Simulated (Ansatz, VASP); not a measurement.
# TaRu: VASP beside Ansatz

```
Ta Ru
1.0
     3.17884    0.00000    0.00000
     0.00000    3.17884    0.00000
     0.00000    0.00000    3.17884
Ta Ru
1 1
Direct
  0.50000 0.50000 0.50000
  0.00000 0.00000 0.00000
```

Alike in both runs: functional LDA; k mesh 11 × 11 × 11; occupations fermi-dirac, width 0.05 eV; no spin polarisation.

Ansatz relaxed the structure, and its values are those at the end. VASP's run is a single point on that final structure, the one shown.

|  | VASP | Ansatz |
| --- | --- | --- |
| version | VASP 6.6.1 | Ansatz 0.2.0 |
| potentials or method | VASP PAW LDA potentials, release 64 (Ta_pv, Ru_pv) | PAW with Ansatz's default frozen-core files, scalar-relativistic |
| plane-wave cutoff (eV) | 520 | 420 |
| valence electrons in the cell | 25 | 29 |

|  | VASP | Ansatz | Ansatz less VASP |
| --- | --- | --- | --- |
| pressure (GPa) | -13.7 | -14.5 | -0.83 |

The two sets of potentials don't hold the same shells in valence. Ansatz warned: «stress_scf_threshold_loose».

The runs have no spin-orbit coupling, so splittings on Ta are missing.
